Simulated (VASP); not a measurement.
Output of a VASP run:

OSZICAR:
```
       N       E                     dE             d eps       ncg     rms          rms(c)
DAV:   1     0.918745146088E+02    0.91875E+02   -0.83841E+03  2288   0.131E+03
DAV:   2    -0.962269784817E+01   -0.10150E+03   -0.98379E+02  2495   0.343E+02
DAV:   3    -0.109852601205E+02   -0.13626E+01   -0.13508E+01  2620   0.399E+01
DAV:   4    -0.109888964974E+02   -0.36364E-02   -0.36213E-02  2542   0.244E+00
DAV:   5    -0.109889177739E+02   -0.21276E-04   -0.21275E-04  2617   0.177E-01    0.134E+01
DAV:   6    -0.104277748626E+02    0.56114E+00   -0.10318E+00  2477   0.123E+01    0.355E+00
DAV:   7    -0.103507230770E+02    0.77052E-01   -0.22609E-01  2639   0.542E+00    0.102E+00
DAV:   8    -0.103481096071E+02    0.26135E-02   -0.45291E-03  2393   0.985E-01    0.196E-01
DAV:   9    -0.103482306293E+02   -0.12102E-03   -0.16536E-04  2714   0.183E-01    0.745E-02
DAV:  10    -0.103482459608E+02   -0.15331E-04   -0.18304E-05  2441   0.571E-02    0.101E-02
DAV:  11    -0.103482460772E+02   -0.11637E-06   -0.43068E-07  1639   0.693E-03
   1 F= -.10348246E+02 E0= -.10348050E+02  d E =-.103482E+02
       N       E                     dE             d eps       ncg     rms          rms(c)
DAV:   1    -0.103538832348E+02   -0.56373E-02   -0.14368E-01  2360   0.540E+00    0.762E-01
DAV:   2    -0.103483906999E+02    0.54925E-02   -0.11820E-02  2345   0.136E+00    0.138E-01
DAV:   3    -0.103480275851E+02    0.36311E-03   -0.15903E-03  2502   0.493E-01    0.110E-01
DAV:   4    -0.103480544482E+02   -0.26863E-04   -0.28777E-05  2377   0.643E-02    0.446E-03
DAV:   5    -0.103480540475E+02    0.40068E-06   -0.13153E-06  1791   0.142E-02
   2 F= -.10348054E+02 E0= -.10347866E+02  d E =0.192030E-03
       N       E                     dE             d eps       ncg     rms          rms(c)
DAV:   1    -0.103514261334E+02   -0.33717E-02   -0.78198E-02  2357   0.398E+00    0.578E-01
DAV:   2    -0.103484503225E+02    0.29758E-02   -0.62520E-03  2339   0.997E-01    0.102E-01
DAV:   3    -0.103482408848E+02    0.20944E-03   -0.92356E-04  2467   0.376E-01    0.884E-02
DAV:   4    -0.103482740189E+02   -0.33134E-04   -0.15227E-05  2383   0.470E-02    0.448E-03
DAV:   5    -0.103482744240E+02   -0.40510E-06   -0.17570E-06  2069   0.166E-02
   3 F= -.10348274E+02 E0= -.10348081E+02  d E =-.283469E-04
```

**OUTCAR**
```
------------------------ aborting loop because EDIFF is reached ----------------------------------------
  FORCE on cell =-STRESS in cart. coord.  units (eV):
  Direction    XX          YY          ZZ          XY          YZ          ZX
  --------------------------------------------------------------------------------------
  Total        0.0013206      0.0013206      0.0013206      0.0000000      0.0000000     -0.0000000
  in kB        0.1316452      0.1316452      0.1316452      0.0000000      0.0000000     -0.0000000
  external PRESSURE =       0.1316452 kB  Pullay stress =       0.0000000 kB
  volume of cell :       16.07
      direct lattice vectors                 reciprocal lattice vectors
    -1.589805406  1.589805406  1.589805406     0.000000000  0.314503900  0.314503900
     1.589805406 -1.589805406  1.589805406     0.314503900  0.000000000  0.314503900
     1.589805406  1.589805406 -1.589805406     0.314503900  0.314503900  0.000000000
 POSITION                                       TOTAL-FORCE (eV/Angst)
 -----------------------------------------------------------------------------------
      0.00000      0.00000      0.00000        -0.000000     -0.000000      0.000000
 -----------------------------------------------------------------------------------
    total drift:                                0.000000     -0.000000      0.000000
  FREE ENERGIE OF THE ION-ELECTRON SYSTEM (eV)
  ---------------------------------------------------
  free  energy   TOTEN  =       -10.3482744240 eV

  energy  without entropy=      -10.3476934043  energy(sigma->0) =      -10.34808075

 reached required accuracy - stopping structural energy minimisation
```
(Selected blocks of OUTCAR.)

### POSCAR
```
Mo
1
   -1.5890162212     1.5890162212     1.5890162212
    1.5890162212    -1.5890162212     1.5890162212
    1.5890162212     1.5890162212    -1.5890162212
Mo
1
Direct
  0.0000000000   0.0000000000   0.0000000000
```

Problem. Reconstruct the remaining input files.

Solution. Several could match; the one computed here: the input of the run itself, RPBE GGA, plane waves, VASP's PBE PAW potentials (set 64).

### INCAR
```
SYSTEM = Mo
PREC = Accurate
ENCUT = 520
EDIFF = 1E-6
NELM = 100
ALGO = Normal
LREAL = .FALSE.
LASPH = .TRUE.
ISMEAR = 1
SIGMA = 0.1
GGA = RP
LMAXMIX = 4
LWAVE = .FALSE.
LCHARG = .FALSE.
IBRION = 2
ISIF = 3
NSW = 60
EDIFFG = -0.01
```

KPOINTS:
```
Automatic mesh
0
Gamma
14 14 14
0 0 0
```

POTCAR, in this order: Mo_sv (PBE.64 set). Program: vasp_std.

The compound is Mo in the bcc structure. This run relaxes it. Symmetry was kept, so distortions that lower it aren't found. The start is the result of an earlier pass.
